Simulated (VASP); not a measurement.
Input:

```
CELL_PARAMETERS angstrom
      0.00000     2.17631     2.17631
      2.17631     0.00000     2.17631
      2.17631     2.17631     0.00000
ATOMIC_POSITIONS crystal
  Si 0.00000 0.00000 0.00000
  C  0.25000 0.25000 0.25000
```

All values below come from MS2 meta-GGA, VASP's PBE PAW potentials (set 64) (plane waves; VASP 6.6.1). Settings: 520 eV cut-off, 10×10×10 Γ-centred mesh, Gaussian smearing of 0.050 eV, potentials Si C.

Give the energy at these volumes per atom, relative to the lowest: 9.68, 9.99, 10.30, 10.61, 10.92 Å³.

29.7, 7.2, 0.0, 6.1, 23.8 meV/atom. A third-order Birch-Murnaghan fit gives B0 = 229 GPa and B0′ = 3.8.

Measured: bulk modulus 229 GPa at 0 K (computed value off by -0.0 %), as given by Daniel Mejia-Rodriguez et al., Physical Review B (2018), arXiv:1807.09216 [0 K value with the zero-point phonon effect removed]; a 4.346 Å at 0 K (computed value off by +0.2 %), as given by Daniel Mejia-Rodriguez et al., Physical Review B (2018), arXiv:1807.09216 [static lattice: zero-point anharmonic expansion removed].

The compound is SiC in the zinc blende structure. It was relaxed first.
